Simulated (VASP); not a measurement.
# Ta: Ta into a neighbouring Ta vacancy, part 2 of 2

Wanted: the minimum-energy path in Ta for this move: Ta into a neighbouring Ta vacancy.

VASP 6.6.1; PBEsol; plane waves and PAW (Ta).

So far. Step 3 (Relax the start): The run ended after 9 ionic steps, 0.785 eV below its first step, once the forces on the free atoms met EDIFFG = -0.05. Step 4 (Relax the end): The run ended after 9 ionic steps, 0.835 eV below its first step, once the forces on the free atoms met EDIFFG = -0.05.

## (5) Nudged elastic band

Images on a straight line between the ends relax across the path, while springs keep them spaced along it.

Contents of INCAR:

```
SYSTEM = Ta
PREC = Normal
ENCUT = 280
EDIFF = 1E-05
NELM = 120
ISMEAR = 1
SIGMA = 0.15
LREAL = Auto
ALGO = Fast
GGA = PS
NBANDS = 174
LASPH = .TRUE.
LWAVE = .FALSE.
LCHARG = .FALSE.
NCORE = 2
IMAGES = 3
SPRING = -5
IBRION = 1
POTIM = 0.3
NSW = 50
EDIFFG = -0.05
ISYM = 0
ISIF = 0
```

Contents of POSCAR:

```
Ta
1.0
    9.8227434096      0.0000000000      0.0000000000
    0.0000000000      9.8227434096      0.0000000000
    0.0000000000      0.0000000000      9.8227434096
Ta
53
Direct
    0.3432793054      0.9996782267      0.9994087321
    0.6566684686      0.9997092625      0.9991798211
    0.0002926581      0.3432274006      0.9993317636
    0.0000871598      0.9997619098      0.3426016735
    0.1579931844      0.1578277178      0.1575762376
    0.3308472687      0.3307475691      0.9995350217
    0.3311516411      0.0000742975      0.3304056642
    0.5001955542      0.1688349843      0.1681749454
    0.6691611848      0.3309288555      0.9994440750
    0.6692333352      0.9999711578      0.3303550610
    0.8422478415      0.1578532195      0.1572127042
    0.9999831185      0.6567048358      0.9993063592
    0.0001613241      0.3309051522      0.3303995005
    0.1692276228      0.5000219588      0.1683864247
    0.3310251637      0.6691960846      0.9994167768
    0.0000651142      0.9998736084      0.6562430146
    0.1691128955      0.1689107210      0.4993265935
    0.3320806265      0.3316296023      0.3311518190
    0.5002045110      0.4998382261      0.1622958437
    0.6693043751      0.6690968220      0.9995098179
    0.3308962300      0.0000398668      0.6684990918
    0.5002037441      0.1627878452      0.4995599215
    0.6683108504      0.3315597104      0.3311497720
    0.8311366905      0.4997660201      0.1684767971
    0.6693280798      0.9999509589      0.6684432834
    0.8310989880      0.1688860949      0.4993465758
    0.0001744173      0.6691247555      0.3302078965
    0.1581899757      0.8418514321      0.1575466373
    0.9999417402      0.3308097581      0.6684616399
    0.1630450274      0.4998859144      0.4994153533
    0.3320390581      0.6678395083      0.3314075708
    0.5001489957      0.8307741248      0.1685845312
    0.1578649287      0.1576149452      0.8416325655
    0.3319928209      0.3318050684      0.6674570199
    0.5002403689      0.4997108572      0.4992106097
    0.6683458735      0.6680580169      0.3312042247
    0.8421875210      0.8422743938      0.1571537793
    0.4999659980      0.1690061075      0.8303681442
    0.6682032111      0.3318607860      0.6675563822
    0.8371420738      0.4999712330      0.4992879096
    0.8420546671      0.1577802415      0.8416919455
    0.0000571250      0.6688389399      0.6685595820
    0.1692565469      0.8307001120      0.4995222790
    0.1692650312      0.4998891437      0.8303361832
    0.3322401670      0.6677821454      0.6675066481
    0.5000660523      0.8370503768      0.4993476223
    0.5000844185      0.4998246455      0.8367761571
    0.6681651022      0.6679620932      0.6674512568
    0.8312058692      0.8307620042      0.4994037122
    0.8309426737      0.4998251908      0.8303037607
    0.1579699180      0.8418434592      0.8413484336
    0.5001391375      0.8308307587      0.8301910817
    0.8421564787      0.8420054468      0.8412563263
```

Contents of KPOINTS:

```
Automatic mesh
0
Monkhorst-Pack
2 2 2
0 0 0
```

Contents of 00/POSCAR:

```
Ta
1.0
    9.8227434096      0.0000000000      0.0000000000
    0.0000000000      9.8227434096      0.0000000000
    0.0000000000      0.0000000000      9.8227434096
Ta
53
Direct
    0.3432793054      0.9996782267      0.9994087321
    0.6566684686      0.9997092625      0.9991798211
    0.0002926581      0.3432274006      0.9993317636
    0.0000871598      0.9997619098      0.3426016735
    0.1579931844      0.1578277178      0.1575762376
    0.3308472687      0.3307475691      0.9995350217
    0.3311516411      0.0000742975      0.3304056642
    0.5001955542      0.1688349843      0.1681749454
    0.6691611848      0.3309288555      0.9994440750
    0.6692333352      0.9999711578      0.3303550610
    0.8422478415      0.1578532195      0.1572127042
    0.9999831185      0.6567048358      0.9993063592
    0.0001613241      0.3309051522      0.3303995005
    0.1692276228      0.5000219588      0.1683864247
    0.3310251637      0.6691960846      0.9994167768
    0.0000651142      0.9998736084      0.6562430146
    0.1691128955      0.1689107210      0.4993265935
    0.3320806265      0.3316296023      0.3311518190
    0.5002045110      0.4998382261      0.1622958437
    0.6693043751      0.6690968220      0.9995098179
    0.3308962300      0.0000398668      0.6684990918
    0.5002037441      0.1627878452      0.4995599215
    0.6683108504      0.3315597104      0.3311497720
    0.8311366905      0.4997660201      0.1684767971
    0.6693280798      0.9999509589      0.6684432834
    0.8310989880      0.1688860949      0.4993465758
    0.0001744173      0.6691247555      0.3302078965
    0.1581899757      0.8418514321      0.1575466373
    0.9999417402      0.3308097581      0.6684616399
    0.1630450274      0.4998859144      0.4994153533
    0.3320390581      0.6678395083      0.3314075708
    0.5001489957      0.8307741248      0.1685845312
    0.1578649287      0.1576149452      0.8416325655
    0.3319928209      0.3318050684      0.6674570199
    0.5002403689      0.4997108572      0.4992106097
    0.6683458735      0.6680580169      0.3312042247
    0.8421875210      0.8422743938      0.1571537793
    0.4999659980      0.1690061075      0.8303681442
    0.6682032111      0.3318607860      0.6675563822
    0.8371420738      0.4999712330      0.4992879096
    0.8420546671      0.1577802415      0.8416919455
    0.0000571250      0.6688389399      0.6685595820
    0.1692565469      0.8307001120      0.4995222790
    0.1692650312      0.4998891437      0.8303361832
    0.3322401670      0.6677821454      0.6675066481
    0.5000660523      0.8370503768      0.4993476223
    0.5000844185      0.4998246455      0.8367761571
    0.6681651022      0.6679620932      0.6674512568
    0.8312058692      0.8307620042      0.4994037122
    0.8309426737      0.4998251908      0.8303037607
    0.1579699180      0.8418434592      0.8413484336
    0.5001391375      0.8308307587      0.8301910817
    0.8421564787      0.8420054468      0.8412563263
```

Contents of 01/POSCAR:

```
Ta
1.0
    9.8227434096      0.0000000000      0.0000000000
    0.0000000000      9.8227434096      0.0000000000
    0.0000000000      0.0000000000      9.8227434096
Ta
53
Direct
    0.3386274291      1.0018402396      1.0015611704
    0.6592567845      0.9991494794      0.9986713086
    0.0025066745      0.3384213466      1.0015241254
    0.0022424252      1.0019148255      0.3379677180
    0.1207428675      0.1204492686      0.1202117554
    0.3294215906      0.3291505351      1.0016879906
    0.3295445829      0.0021861840      0.3287852717
    0.5026522293      0.1682191926      0.1676908387
    0.6685364815      0.3320692226      0.9988747207
    0.6686430889      0.9993319861      0.3315293984
    0.8376139744      0.1599971356      0.1594201833
    0.9994389368      0.6592556463      0.9987169877
    0.0023595055      0.3292465850      0.3287540299
    0.1685870801      0.5024405754      0.1677226530
    0.3322336413      0.6685460746      0.9988172927
   -0.0004708138      0.9993034435      0.6587317464
    0.1684753225      0.1682764193      0.5017683421
    0.3302392113      0.3298431004      0.3294071263
    0.4995951116      0.4992272396      0.1632535591
    0.6687165620      0.6684095412      1.0003844439
    0.3321297659     -0.0005747973      0.6678488340
    0.4996121438      0.1636982202      0.4988728513
    0.6680094333      0.3325586751      0.3321201448
    0.8324015039      0.4991844335      0.1678367732
    0.6686923120      1.0008409782      0.6678550815
    0.8322838067      0.1682774146      0.4988145598
   -0.0003949556      0.6684248573      0.3314744348
    0.1603490601      0.8372038607      0.1597185327
    0.9994308113      0.3319894066      0.6679168276
    0.1640300852      0.4992460763      0.4988329670
    0.3329892875      0.6675047591      0.3322916218
    0.4995740905      0.8319578375      0.1678814814
    0.1601447761      0.1598330672      0.8369651849
    0.3329773176      0.3326948420      0.6670877497
    0.4998681765      0.4994300787      0.4988784790
    0.6679672959      0.6676731122      0.3306365911
    0.8405951042      0.8405542170      0.1594177443
    0.4994327116      0.1683309188      0.8315696585
    0.6677950398      0.3312537795      0.6671748212
    0.8365321676      0.4995684855      0.4989870837
    0.8404750902      0.1600004984      0.8400266377
    0.0010091022      0.6681909336      0.6679566130
    0.1686556156      0.8318948698      0.4988948078
    0.1686907045      0.4992623648      0.8315867051
    0.3316277972      0.6674525525      0.6671577588
    0.4997067646      0.8364286735      0.4989965620
    0.4997247066      0.4994741298      0.8361040588
    0.6678406817      0.6676337511      0.6671264245
    0.8321462780      0.8317335706      0.4990606859
    0.8319153424      0.4994199073      0.8312876043
    0.1601958858      0.8402549464      0.8397233065
    0.4997801673      0.8317680674      0.8311855254
    0.8403636739      0.8401923227      0.8394631922
```

Contents of 02/POSCAR:

```
Ta
1.0
    9.8227434096      0.0000000000      0.0000000000
    0.0000000000      9.8227434096      0.0000000000
    0.0000000000      0.0000000000      9.8227434096
Ta
53
Direct
    0.3339755528      1.0040022525      1.0037136088
    0.6618451004      0.9985896962      0.9981627960
    0.0047206908      0.3336152926      1.0037164872
    0.0043976905      1.0040677412      0.3333337626
    0.0834925506      0.0830708193      0.0828472732
    0.3279959125      0.3275535011      1.0038409594
    0.3279375247      0.0042980704      0.3271648792
    0.5051089044      0.1676034008      0.1672067320
    0.6679117782      0.3332095897      0.9983053664
    0.6680528426      0.9986928144      0.3327037358
    0.8329801072      0.1621410517      0.1616276623
    0.9988947551      0.6618064568      0.9981276162
    0.0045576869      0.3275880178      0.3271085593
    0.1679465374      0.5048591919      0.1670588814
    0.3334421190      0.6678960646      0.9982178086
   -0.0010067418      0.9987332786      0.6612204782
    0.1678377495      0.1676421176      0.5042100908
    0.3283977961      0.3280565984      0.3276624336
    0.4989857122      0.4986162530      0.1642112744
    0.6681287490      0.6677222604      1.0012590700
    0.3333633018     -0.0011894613      0.6671985762
    0.4990205436      0.1646085952      0.4981857811
    0.6677080162      0.3335576398      0.3330905176
    0.8336663173      0.4986028470      0.1671967494
    0.6680565441      1.0017309975      0.6672668796
    0.8334686254      0.1676687342      0.4982825438
   -0.0009643285      0.6677249591      0.3327409732
    0.1625081444      0.8325562892      0.1618904281
    0.9989198824      0.3331690551      0.6673720152
    0.1650151430      0.4986062382      0.4982505808
    0.3339395170      0.6671700098      0.3331756729
    0.4989991853      0.8331415502      0.1671784316
    0.1624246234      0.1620511893      0.8322978042
    0.3339618142      0.3335846156      0.6667184796
    0.4994959840      0.4991493002      0.4985463482
    0.6675887184      0.6672882074      0.3300689575
    0.8390026873      0.8388340402      0.1616817092
    0.4988994251      0.1676557300      0.8327711727
    0.6673868684      0.3306467730      0.6667932601
    0.8359222615      0.4991657380      0.4986862578
    0.8388955134      0.1622207554      0.8383613298
    0.0019610795      0.6675429272      0.6673536441
    0.1680546843      0.8330896276      0.4982673365
    0.1681163778      0.4986355860      0.8328372270
    0.3310154273      0.6671229596      0.6668088694
    0.4993474770      0.8358069702      0.4986455018
    0.4993649947      0.4991236142      0.8354319604
    0.6675162613      0.6673054090      0.6668015921
    0.8330866868      0.8327051370      0.4987176596
    0.8328880110      0.4990146238      0.8322714480
    0.1624218536      0.8386664336      0.8380981794
    0.4994211972      0.8327053762      0.8321799691
    0.8385708690      0.8383791986      0.8376700581
```

Contents of 03/POSCAR:

```
Ta
1.0
    9.8227434096      0.0000000000      0.0000000000
    0.0000000000      9.8227434096      0.0000000000
    0.0000000000      0.0000000000      9.8227434096
Ta
53
Direct
    0.3293236766      1.0061642655      1.0058660472
    0.6644334162      0.9980299130      0.9976542834
    0.0069347072      0.3288092386      1.0059088490
    0.0065529558      1.0062206568      0.3286998071
    0.0462422338      0.0456923700      0.0454827911
    0.3265702344      0.3259564670      1.0059939283
    0.3263304665      0.0064099569      0.3255444867
    0.5075655794      0.1669876091      0.1667226253
    0.6672870750      0.3343499568      0.9977360120
    0.6674625962      0.9980536427      0.3338780733
    0.8283462400      0.1642849679      0.1638351414
    0.9983505734      0.6643572673      0.9975382447
    0.0067558683      0.3259294506      0.3254630887
    0.1673059948      0.5072778084      0.1663951098
    0.3346505966      0.6672460546      0.9976183245
   -0.0015426698      0.9981631136      0.6637092101
    0.1672001765      0.1670078160      0.5066518394
    0.3265563809      0.3262700965      0.3259177409
    0.4983763128      0.4980052664      0.1651689898
    0.6675409359      0.6670349797      1.0021336960
    0.3345968378     -0.0018041254      0.6665483183
    0.4984289434      0.1655189702      0.4974987109
    0.6674065992      0.3345566045      0.3340608904
    0.8349311307      0.4980212604      0.1665567256
    0.6674207763      1.0026210168      0.6666786776
    0.8346534441      0.1670600538      0.4977505278
   -0.0015337014      0.6670250609      0.3340075115
    0.1646672288      0.8279087178      0.1640623236
    0.9984089534      0.3343487036      0.6668272028
    0.1660002007      0.4979664000      0.4976681946
    0.3348897464      0.6668352606      0.3340597240
    0.4984242801      0.8343252628      0.1664753817
    0.1647044708      0.1642693114      0.8276304236
    0.3349463108      0.3344743893      0.6663492094
    0.4991237916      0.4988685218      0.4982142175
    0.6672101408      0.6669033026      0.3295013239
    0.8374102705      0.8371138634      0.1639456742
    0.4983661386      0.1669805413      0.8339726869
    0.6669786971      0.3300397665      0.6664116990
    0.8353123554      0.4987629905      0.4983854320
    0.8373159365      0.1644410123      0.8366960220
    0.0029130568      0.6668949209      0.6667506752
    0.1674537531      0.8342843855      0.4976398652
    0.1675420511      0.4980088071      0.8340877490
    0.3304030574      0.6667933666      0.6664599800
    0.4989881893      0.8351852669      0.4982944416
    0.4990052828      0.4987730986      0.8347598621
    0.6671918408      0.6669770668      0.6664767598
    0.8340270957      0.8336767034      0.4983746334
    0.8338606797      0.4986093404      0.8332552916
    0.1646478213      0.8370779209      0.8364730522
    0.4990622270      0.8336426849      0.8331744128
    0.8367780642      0.8365660744      0.8358769239
```

Contents of 04/POSCAR:

```
Ta
1.0
    9.8227434096      0.0000000000      0.0000000000
    0.0000000000      9.8227434096      0.0000000000
    0.0000000000      0.0000000000      9.8227434096
Ta
53
Direct
    0.3246718003      1.0083262784      1.0080184855
    0.6670217321      0.9974701299      0.9971457709
    0.0091487236      0.3240031846      1.0081012108
    0.0087082212      1.0083735725      0.3240658516
    0.0089919169      0.0083139208      0.0081183089
    0.3251445563      0.3243594330      1.0081468972
    0.3247234083      0.0085218434      0.3239240942
    0.5100222545      0.1663718174      0.1662385186
    0.6666623717      0.3354903239      0.9971666577
    0.6668723499      0.9974144710      0.3350524107
    0.8237123729      0.1664288840      0.1660426205
    0.9978063917      0.6669080778      0.9969488732
    0.0089540497      0.3242708834      0.3238176181
    0.1666654521      0.5096964250      0.1657313381
    0.3358590742      0.6665960446      0.9970188404
   -0.0020785978      0.9975929487      0.6661979419
    0.1665626035      0.1663735143      0.5090935880
    0.3247149657      0.3244835946      0.3241730482
    0.4977669134      0.4973942799      0.1661267052
    0.6669531228      0.6663476989      1.0030083220
    0.3358303737     -0.0024187895      0.6658980605
    0.4978373431      0.1664293452      0.4968116407
    0.6671051821      0.3355555692      0.3350312632
    0.8361959441      0.4974396738      0.1659167017
    0.6667850085      1.0035110361      0.6660904757
    0.8358382628      0.1664513735      0.4972185118
   -0.0021030743      0.6663251627      0.3352740499
    0.1668263132      0.8232611463      0.1662342190
    0.9978980245      0.3355283521      0.6662823905
    0.1669852585      0.4973265619      0.4970858083
    0.3358399758      0.6665005113      0.3349437750
    0.4978493749      0.8355089755      0.1657723319
    0.1669843182      0.1664874334      0.8229630430
    0.3359308075      0.3353641629      0.6659799392
    0.4987515992      0.4985877433      0.4978820868
    0.6668315632      0.6665183979      0.3289336903
    0.8358178536      0.8353936866      0.1662096392
    0.4978328522      0.1663053526      0.8351742012
    0.6665705258      0.3294327600      0.6660301380
    0.8347024492      0.4983602430      0.4980846061
    0.8357363596      0.1666612692      0.8350307142
    0.0038650340      0.6662469146      0.6661477062
    0.1668528218      0.8354791433      0.4970123940
    0.1669677244      0.4973820282      0.8353382709
    0.3297906876      0.6664637737      0.6661110907
    0.4986289016      0.8345635636      0.4979433813
    0.4986455709      0.4984225829      0.8340877638
    0.6668674203      0.6666487247      0.6661519275
    0.8349675045      0.8346482698      0.4980316071
    0.8348333484      0.4982040569      0.8342391352
    0.1668737891      0.8354894081      0.8348479251
    0.4987032568      0.8345799936      0.8341688565
    0.8349852594      0.8347529503      0.8340837898
```

PAW data sets: Ta (PBE family, release 64).

Run with:

```bash
> mpirun -np 6 vasp_std
```

Elapsed: 6.3 min, on 6 MPI ranks of Intel Xeon 6975P-C (Granite Rapids), shared host; peak memory 1.5 GiB.

The path, image by image:

```csv
image,path (A),energy (eV),"Ta5: x, y, z (Å)"
0,0.000,0.0000,"1.552, 1.550, 1.548"
1,0.693,0.3764,"1.198, 1.195, 1.191"
2,1.386,0.8230,"0.820, 0.816, 0.812"
3,2.080,0.3797,"0.442, 0.438, 0.434"
4,2.772,0.0046,"0.088, 0.082, 0.080"
```

This step gave:

| Quantity | Value |
| --- | --- |
| electronic cycles | 59 |
| path length | 2.772 Å |
| barrier | 0.8230 eV |
| barrier in the reverse direction | 0.8183 eV |
| barrier from a spline through the images | 0.8229 eV |
| reaction energy | 0.004647 eV |

What the program prints for this run, and its count of cycles, belong to image 1; the force that counts for the threshold is the band's, across the path.

## (6) Results

- hop: Ta into a neighbouring Ta vacancy
- barrier: 0.823 eV
- barrier in the reverse direction: 0.818 eV
- barrier from a spline through the images: 0.823 eV
- reaction energy: 0.00465 eV
- path length: 2.77 Å

In words: The barrier is 0.82 eV forwards and 0.82 eV backwards. With an attempt frequency of 10¹³ per second, taken as a typical value, this barrier gives about 10^-1 hops a second at 300 K. Both ends are alike and an image sits at the midpoint, which is the saddle if the path is symmetric. The band met its force threshold after 7 steps. Cell and mesh are small and were not tested. The band started on a straight line, so other routes may lie lower.

[Lines on the potential files, build, host, timing and source positions are cut from VASP's logs without a mark.]

[Logs are printed without paths, hosts, clocks, repeated set-up lines and the standing remarks that a program may print on its own settings, such as how far it seeks lower states.]

[Hosts, paths, dates, database ids (printed as entryN), source tags and the programs' standing remarks are cut or masked in the printed files.]

[Runs that stopped without an error message from VASP are left out.]
